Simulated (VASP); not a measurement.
Output of a VASP run:

### OSZICAR
```
       N       E                     dE             d eps       ncg     rms          rms(c)
DAV:   1     0.428933168598E+02    0.42893E+02   -0.45197E+03  3176   0.102E+03
DAV:   2    -0.876400894042E+01   -0.51657E+02   -0.50418E+02  3136   0.206E+02
DAV:   3    -0.941577951396E+01   -0.65177E+00   -0.65094E+00  4488   0.311E+01
DAV:   4    -0.941992953782E+01   -0.41500E-02   -0.41520E-02  4000   0.181E+00
DAV:   5    -0.941995732130E+01   -0.27783E-04   -0.27635E-04  4648   0.965E-02    0.145E+01
DAV:   6    -0.889864366454E+01    0.52131E+00   -0.11777E+00  3656   0.151E+01    0.547E+00
DAV:   7    -0.881394420945E+01    0.84699E-01   -0.31861E-01  4072   0.728E+00    0.140E+00
DAV:   8    -0.880987307418E+01    0.40711E-02   -0.12569E-03  3392   0.500E-01    0.807E-01
DAV:   9    -0.880763487103E+01    0.22382E-02   -0.13958E-03  3944   0.624E-01    0.122E-02
DAV:  10    -0.880764139382E+01   -0.65228E-05   -0.46677E-06  4280   0.225E-02    0.799E-03
DAV:  11    -0.880764344715E+01   -0.20533E-05   -0.49606E-07  4192   0.670E-03    0.658E-04
DAV:  12    -0.880764333255E+01    0.11460E-06   -0.65762E-09  2200   0.992E-04    0.230E-04
DAV:  13    -0.880764325905E+01    0.73502E-07   -0.12014E-09  1776   0.409E-04
   1 F= -.88076433E+01 E0= -.88076433E+01  d E =0.000000E+00
```

OUTCAR:
```
------------------------ aborting loop because EDIFF is reached ----------------------------------------
  FORCE on cell =-STRESS in cart. coord.  units (eV):
  Direction    XX          YY          ZZ          XY          YZ          ZX
  --------------------------------------------------------------------------------------
  Total        0.0051152      0.0051152      0.0051152      0.0000000      0.0000000      0.0000000
  in kB        0.5592182      0.5592182      0.5592182      0.0000000      0.0000000      0.0000000
  external PRESSURE =       0.5592182 kB  Pullay stress =       0.0000000 kB
  volume of cell :       14.66
      direct lattice vectors                 reciprocal lattice vectors
     0.000000000  1.942321273  1.942321273    -0.257423943  0.257423943  0.257423943
     1.942321273  0.000000000  1.942321273     0.257423943 -0.257423943  0.257423943
     1.942321273  1.942321273  0.000000000     0.257423943  0.257423943 -0.257423943
 POSITION                                       TOTAL-FORCE (eV/Angst)
 -----------------------------------------------------------------------------------
      0.00000      0.00000      0.00000         0.000000      0.000000      0.000000
 -----------------------------------------------------------------------------------
    total drift:                               -0.000000     -0.000000     -0.000000
  FREE ENERGIE OF THE ION-ELECTRON SYSTEM (eV)
  ---------------------------------------------------
  free  energy   TOTEN  =        -8.8076432591 eV

  energy  without entropy=       -8.8076432591  energy(sigma->0) =       -8.80764326

 total charge

# of ion       s       p       d       tot
------------------------------------------
    1        0.655   0.688   6.959   8.302
```
(Selected blocks of OUTCAR.)

POSCAR:
```
Ir
1
    0.0000000000     1.9423212734     1.9423212734
    1.9423212734     0.0000000000     1.9423212734
    1.9423212734     1.9423212734     0.0000000000
Ir
1
Direct
  0.0000000000   0.0000000000   0.0000000000
```

Problem. Reconstruct the remaining input files.

Solution. Several could match; the one computed here: the input of the run itself, PW91 GGA, plane waves, VASP's PBE PAW potentials (set 64).

KPOINTS:
```
K-points
0
G
  18 18 18
```

**INCAR**
```
ENCUT  =  520
LCHARG  =  .True.
ALGO  =  Normal   ! blocked Davidson
NEDOS  =  601
SYSTEM  =  Ir
GGA  =  91   ! PW91
LMAXMIX  =  6
LREAL  =  .False.   ! projection in real space or not
LWAVE  =  .False.
ISMEAR  =  -5   ! tetrahedra, Bloechl
EDIFF  =  1E-7
ISIF  =  2   ! forces and stress, cell fixed
NELM  =  100   ! most electronic steps
LORBIT  =  11
LASPH  =  .True.
PREC  =  Accurate
```

POTCAR, in this order: Ir (PBE.64 set). Program: vasp_std.

For a metal the tetrahedron method with Blöchl corrections gives inexact stress and forces.

The compound is Ir in the fcc structure. It was relaxed first.
